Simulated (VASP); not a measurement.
# Ga7CN8 (a cell with a defect) in VASP: relaxation of the atoms with PBE

Aim: the relaxation of the atoms of Ga7CN8 (a cell with a defect) with PBE.

All numbers are computed with VASP 6.6.1; they aren't measurements. Logs are shortened: lines on timing, memory, paths and dates and some standing lists are left out, and cuts for length are marked.

**1. Starting point**

The cell holds a defect, 16 atoms: a = 5.244 Å, b = 6.435 Å, c = 6.435 Å, α = 120.00°, β = 90.00°, γ = 90.00°.

**2. Relaxation of the atoms, PBE**

INCAR

```
SYSTEM = Ga7CN8
ALGO     = Normal         ! electronic algorithm
EDIFF    = 1E-6           ! SCF threshold, eV
EDIFFG   = -0.025         ! ionic threshold
ENCUT    = 450            ! plane-wave cutoff, eV
GGA      = PE             ! functional
IBRION   = 2              ! ionic algorithm
ICORELEVEL= 1            
ISIF     = 2              ! what is computed and relaxed
ISMEAR   = 0              ! smearing method
KPAR     = 2            
LASPH    = .TRUE.         ! aspherical terms in the spheres
LCHARG   = .FALSE.        ! write CHGCAR
LREAL    = Auto         
LWAVE    = .FALSE.        ! write WAVECAR
NELECT   = 134.0        
NELM     = 80             ! most SCF steps
NSW      = 70             ! ionic steps
PREC     = Normal         ! precision mode
SIGMA    = 0.01           ! smearing width, eV
```

KPOINTS

```
k-points
0
G
  3 3 3
  0 0 0
```

POSCAR

```
Ga7CN8
1.0
    0.0000000000      0.0000000000      5.2440550000
   -3.2177240000     -5.5732640000      0.0000000000
    6.4354500000      0.0000000000      0.0000000000
C Ga N
1 7 8
Direct
    0.9991860000      0.1666665000      0.8333330000
    0.9991860000      0.1666665000      0.3333330000
    0.9991860000      0.6666665000      0.8333330000
    0.9991860000      0.6666665000      0.3333330000
    0.4991860000      0.3333335000      0.1666670000
    0.4991860000      0.3333335000      0.6666670000
    0.4991860000      0.8333335000      0.1666670000
    0.4991860000      0.8333335000      0.6666670000
    0.3758140000      0.1666665000      0.8333330000
    0.3758140000      0.1666665000      0.3333330000
    0.3758140000      0.6666665000      0.8333330000
    0.3758140000      0.6666665000      0.3333330000
    0.8758140000      0.3333335000      0.1666670000
    0.8758140000      0.3333335000      0.6666670000
    0.8758140000      0.8333335000      0.1666670000
    0.8758140000      0.8333335000      0.6666670000
```

Potentials or basis: VASP PAW PBE potentials, release 64 (C, Ga_d, N).

Started as:

```sh
$ cat potpaw_PBE.64/C/POTCAR potpaw_PBE.64/Ga_d/POTCAR potpaw_PBE.64/N/POTCAR > POTCAR
$ mpirun -np 2 vasp_std > vasp.out
```

OUTCAR:

```text
SYSTEM = Ga7CN8
   EDIFF = 1E-6
   EDIFFG = -0.025
   ENCUT = 450
   GGA = PE
   IBRION = 2
   ISIF = 2
   ISMEAR = 0
   LASPH = .TRUE.
   LREAL = Auto
   NELECT = 134.0
   NELM = 80
   NSW = 70
   PREC = Normal

 ion  position               nearest neighbor table
   1  0.999  0.167  0.833-
   2  0.999  0.167  0.333-  13 1.97  15 1.97  14 1.97  10 1.98
   3  0.999  0.667  0.833-  16 1.97  14 1.97  15 1.97  11 1.98
   4  0.999  0.667  0.333-  15 1.97  13 1.97  16 1.97  12 1.98
   5  0.499  0.333  0.167-  10 1.97  12 1.97   9 1.97  13 1.98
   6  0.499  0.333  0.667-   9 1.97  11 1.97  10 1.97  14 1.98
   7  0.499  0.833  0.167-  12 1.97  10 1.97  11 1.97  15 1.98
   8  0.499  0.833  0.667-  11 1.97   9 1.97  12 1.97  16 1.98
   9  0.376  0.167  0.833-   6 1.97   8 1.97   5 1.97
  10  0.376  0.167  0.333-   5 1.97   7 1.97   6 1.97   2 1.98
  11  0.376  0.667  0.833-   8 1.97   6 1.97   7 1.97   3 1.98
  12  0.376  0.667  0.333-   7 1.97   5 1.97   8 1.97   4 1.98
  13  0.876  0.333  0.167-   2 1.97   4 1.97   5 1.98
  14  0.876  0.333  0.667-   3 1.97   2 1.97   6 1.98
  15  0.876  0.833  0.167-   4 1.97   2 1.97   3 1.97   7 1.98
  16  0.876  0.833  0.667-   3 1.97   4 1.97   8 1.98

  LATTYP: Found a hexagonal cell.
 ALAT       =     6.4354502060
 C/A-ratio  =     0.8148699519

  Lattice vectors:

 A1 = (  -3.2177240000,  -5.5732640000,   0.0000000000)
 A2 = (   6.4354500000,   0.0000000000,   0.0000000000)
 A3 = (   0.0000000000,   0.0000000000,   5.2440550000)

Analysis of symmetry for initial positions (statically):
=====================================================================
 Subroutine PRICEL returns:
 Original cell was already a primitive cell.

 Routine SETGRP: Setting up the symmetry group for a
 hexagonal supercell.

 Subroutine GETGRP returns: Found  6 space group operations
 (whereof  2 operations were pure point group operations)
 out of a pool of 24 trial point group operations.

The static configuration has the point symmetry C_1h.
 The point group associated with its full space group is C_3v.

Analysis of symmetry for dynamics (positions and initial velocities):
=====================================================================
 Subroutine PRICEL returns:
 Original cell was already a primitive cell.

 Routine SETGRP: Setting up the symmetry group for a
 hexagonal supercell.

 Subroutine GETGRP returns: Found  6 space group operations
 (whereof  2 operations were pure point group operations)
 out of a pool of 24 trial point group operations.

The dynamic configuration has the point symmetry C_1h.
[... 143 lines left out ...]
 Gauss-broadening in eV      SIGMA  =   0.01
  energy-cutoff  :      450.00
  volume of cell :      188.09
 maximum number of plane-waves:      4098
   NGX = 19   NGY = 23   NGZ = 23

--------------------------------------- Ionic step        1  -------------------------------------------

 number of electron     134.0000466 magnetization

 Free energy of the ion-electron system (eV)
  ---------------------------------------------------
  ext. energy  EPLUGINS =         0.00000000
  ---------------------------------------------------
  free energy    TOTEN  =      -101.64914808 eV

  energy without entropy =     -101.64910349  energy(sigma->0) =     -101.64912578

------------------------ aborting loop because EDIFF is reached ----------------------------------------

  FORCE on cell =-STRESS in cart. coord.  units (eV):
  Direction    XX          YY          ZZ          XY          YZ          ZX
  --------------------------------------------------------------------------------------
  -------------------------------------------------------------------------------------
  Total      -19.9078687    -19.9078745    -19.9510630      0.0000036      0.0000000     -0.0000000
  in kB     -169.5819310   -169.5819806   -169.9498747      0.0000304      0.0000000     -0.0000000
  external PRESSURE =    -169.7045954 kB  Pullay stress =       0.0000000 kB
[... 131 lines left out ...]
  FREE ENERGIE OF THE ION-ELECTRON SYSTEM (eV)
  ---------------------------------------------------
  free  energy   TOTEN  =      -103.8394050459 eV

  energy  without entropy=     -103.8394050459  energy(sigma->0) =     -103.83940505

[... ionic steps 4 to 10 ...]

--------------------------------------- Ionic step       11  -------------------------------------------

 number of electron     134.0000029 magnetization

------------------------ aborting loop because EDIFF is reached ----------------------------------------
[... 95 lines left out ...]
--------------------------------------- Ionic step       13  -------------------------------------------

 number of electron     134.0000017 magnetization

 Free energy of the ion-electron system (eV)
  ---------------------------------------------------
  ext. energy  EPLUGINS =         0.00000000
  ---------------------------------------------------
  free energy    TOTEN  =      -104.66345253 eV

  energy without entropy =     -104.66345253  energy(sigma->0) =     -104.66345253

 the core state eigenenergies are
   1-  1s   -264.0728
   2-  1s -10218.1799  2s  -1251.5086  2p  -1087.9754  3s   -137.7009  3p    -88.4407

   3-  1s -10218.1799  2s  -1251.5086  2p  -1087.9754  3s   -137.7009  3p    -88.4407

   4-  1s -10218.1799  2s  -1251.5086  2p  -1087.9754  3s   -137.7010  3p    -88.4407
[... 9 lines left out ...]
   9-  1s   -371.4824
  10-  1s   -370.8453
  11-  1s   -370.8453
  12-  1s   -370.8453
  13-  1s   -371.7030
  14-  1s   -371.7029
  15-  1s   -370.7042
  16-  1s   -371.7030

 E-fermi :   4.6215     XC(G=0): -11.2431

 val. band max:        4.5062442799   @ k =   0.0000   0.0000   0.0000
 cond. band min:       5.5110289076   @ k =   0.0000   0.0000   0.0000
 fundamental gap:      1.0047846277
 Fermi energy:         4.6214714579

 k-point     1 :       0.0000    0.0000    0.0000
  band No.  band energies     occupation
      1     -12.4513      2.00000
      2     -10.6950      2.00000
      3     -10.3649      2.00000
      4     -10.2119      2.00000
      5     -10.2119      2.00000
      6      -9.9136      2.00000
[... 563 lines left out ...]
     78      11.5341      0.00000
     79      11.7007      0.00000
 [bands above 79 left out]

------------------------ aborting loop because EDIFF is reached ----------------------------------------

  FORCE on cell =-STRESS in cart. coord.  units (eV):
  Direction    XX          YY          ZZ          XY          YZ          ZX
  --------------------------------------------------------------------------------------
  -------------------------------------------------------------------------------------
  Total      -24.7416970    -24.7417043    -28.3009681      0.0000044      0.0000000     -0.0000000
  in kB     -210.7581088   -210.7581705   -241.0771782      0.0000378      0.0000000     -0.0000000
  external PRESSURE =    -220.8644858 kB  Pullay stress =       0.0000000 kB
[... 31 lines left out ...]
  FREE ENERGIE OF THE ION-ELECTRON SYSTEM (eV)
  ---------------------------------------------------
  free  energy   TOTEN  =      -104.6634525299 eV

  energy  without entropy=     -104.6634525299  energy(sigma->0) =     -104.66345253

 reached required accuracy - stopping structural energy minimisation
```

CONTCAR:

```text
Ga7CN8
   1.00000000000000
     0.0000000000000000    0.0000000000000000    5.2440550000000004
    -3.2177240000000000   -5.5732640000000000    0.0000000000000000
     6.4354500000000003    0.0000000000000000    0.0000000000000000
  C               Ga              N
     1     7     8
Direct
     0.9949003641355171    0.1666664999999981    0.8333330000000032
     0.0097152528666569    0.1572905317710764    0.3286450158855425
     0.0097152528666569    0.6713544841144590    0.8427089682289247
     0.0097152528666569    0.6713544841144590    0.3286450158855425
     0.4907452377993962    0.3264599720077926    0.1529199440155782
     0.4907452377993962    0.3264599720077926    0.6735405279922062
[... 8 lines left out ...]
     0.8802954155179487    0.8333335000000019    0.1666669999999968
     0.8872529288501135    0.8960341411381452    0.6980173205690685

  0.00000000E+00  0.00000000E+00  0.00000000E+00
  0.00000000E+00  0.00000000E+00  0.00000000E+00
  0.00000000E+00  0.00000000E+00  0.00000000E+00
  0.00000000E+00  0.00000000E+00  0.00000000E+00
  0.00000000E+00  0.00000000E+00  0.00000000E+00
  0.00000000E+00  0.00000000E+00  0.00000000E+00
[... 8 lines left out ...]
  0.00000000E+00  0.00000000E+00  0.00000000E+00
  0.00000000E+00  0.00000000E+00  0.00000000E+00
```

Run time: 11 min. Hardware: 2 MPI ranks of AMD EPYC 7R43 (Zen 3), shared host; peak memory 0.2 GiB.

Results:

```
Free energy                  : -104.6635 eV
Energy gained by relaxing    : 188.4 meV/atom
Ionic steps                  : 13
Largest force after relaxing : 0.025 eV/Å
Band gap on the k mesh       : 1.00 eV, direct
```

Forces in eV/Å, atoms in the order of the input:
```
C    0.000  0.000  0.010
Ga   0.000 -0.013 -0.002
Ga  -0.012  0.007 -0.002
Ga   0.012  0.007 -0.002
Ga  -0.003  0.002 -0.014
Ga   0.003  0.002 -0.014
Ga   0.000  0.000  0.025
Ga   0.000 -0.003 -0.014
N    0.000  0.000 -0.008
N    0.000  0.005  0.001
N    0.004 -0.002  0.001
N   -0.004 -0.002  0.001
N   -0.002  0.001 -0.001
N    0.002  0.001 -0.001
N    0.000  0.000  0.024
N    0.000 -0.002 -0.001
```

The path:
```
step  energy change (eV)  largest force (eV/Å)  pressure (GPa)
   1              0.0000                2.8774          -16.97
   2             -1.5759                2.8167          -19.98
   3             -2.1903                2.0446          -19.92
   4             -2.6789                1.4797          -19.81
   5             -2.7327                1.2413          -20.21
   6             -2.9753                0.3705          -21.82
   7             -2.9775                0.4399          -21.97
   8             -3.0015                0.2527          -22.08
   9             -3.0093                0.1221          -22.19
  10             -3.0094                0.1284          -22.21
  11             -3.0125                0.0897          -22.15
  12             -3.0133                0.0896          -22.11
  13             -3.0143                0.0249          -22.09
```

Final structure:
```cif
data_structure
_symmetry_space_group_name_H-M 'P 1'
_symmetry_Int_Tables_number 1
_cell_length_a 5.2441
_cell_length_b 6.4355
_cell_length_c 6.4355
_cell_angle_alpha 120.000
_cell_angle_beta 90.000
_cell_angle_gamma 90.000
_cell_volume 188.09
loop_
_atom_site_label
_atom_site_type_symbol
_atom_site_fract_x
_atom_site_fract_y
_atom_site_fract_z
_atom_site_occupancy
C1 C 0.99490 0.16667 0.83333 1
Ga1 Ga 0.00972 0.15729 0.32865 1
Ga2 Ga 0.00972 0.67135 0.84271 1
Ga3 Ga 0.00972 0.67135 0.32865 1
Ga4 Ga 0.49075 0.32646 0.15292 1
Ga5 Ga 0.49075 0.32646 0.67354 1
Ga6 Ga 0.50636 0.83333 0.16667 1
Ga7 Ga 0.49075 0.84708 0.67354 1
N1 N 0.29406 0.16667 0.83333 1
N2 N 0.38708 0.16883 0.33441 1
N3 N 0.38708 0.66559 0.83117 1
N4 N 0.38708 0.66559 0.33441 1
N5 N 0.88725 0.30198 0.10397 1
N6 N 0.88725 0.30198 0.69802 1
N7 N 0.88030 0.83333 0.16667 1
N8 N 0.88725 0.89603 0.69802 1
```

Levels at points of the mesh, in eV from the valence-band top:
```csv
k point,band 63,band 64,band 65,band 66,band 67,band 68,band 69,band 70,band 71,band 72
"(0.00, 0.00, 0.00)",-0.64,-0.37,-0.32,0.00,0.00,1.00,2.72,3.88,3.88,4.89
```

Core levels (eV, on the scale of the bands):
```
atom                                                    levels
 1 C                                                 1s -264.1
2 Ga  1s -10218.2, 2s -1251.5, 2p -1088.0, 3s -137.7, 3p -88.4
3 Ga  1s -10218.2, 2s -1251.5, 2p -1088.0, 3s -137.7, 3p -88.4
4 Ga  1s -10218.2, 2s -1251.5, 2p -1088.0, 3s -137.7, 3p -88.4
5 Ga  1s -10218.0, 2s -1251.3, 2p -1087.8, 3s -137.5, 3p -88.3
6 Ga  1s -10218.0, 2s -1251.3, 2p -1087.8, 3s -137.5, 3p -88.3
```

Caveat: the cell is charged against a uniform background, so pressure and absolute levels hang on convention; the cutoff is under 1.25 times the usual one of these potentials, so pressure, stress and relaxed cells hold a basis-set (Pulay) error. Expect the measured gap to be larger: semilocal functionals such as PBE lack the derivative discontinuity.
